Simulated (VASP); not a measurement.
Runs of VASP 6.6.1 on W. The structure is cubic, space group Im-3m (No. 229). Conventional cell: a = 3.186 Å, b = 3.186 Å, c = 3.186 Å, α = 90.00°, β = 90.00°, γ = 90.00°. W (site symmetry m-3m) has 8 W at 2.76 Å as nearest neighbours. 

| task | cell | gap on the mesh (eV) | pressure (GPa) |
| --- | --- | --- | --- |
| single point | a relaxed cell with its volume scaled by 1.03 | none | -8.5 |
| single point | a relaxed cell with its volume scaled by 1.09 | none | -21.8 |
| relaxation of cell and atoms | relaxed | none | 0.0 |
| single point | a relaxed cell with its volume scaled by 1.06 | none | (a) |

Alike in all rows: level PBE; potentials or basis VASP PAW PBE potentials, release 64 (W_sv); no spin polarisation; k mesh 18 × 18 × 18; cutoff (eV) 700; smearing gaussian 0.1 eV.

**Question.** Fill in the values left out.

**Answer.** (a) -15.7.

Caveats: so large a pressure means that the cell lies far from this level's equilibrium, or that cutoff or potentials fall short (some runs); the relaxation stopped at its first step, so nothing moved (some runs).

A k mesh can miss the band edges, and the runs leave out spin-orbit coupling on W.

A gap of «none» marks a metal or a gap under the smearing width.
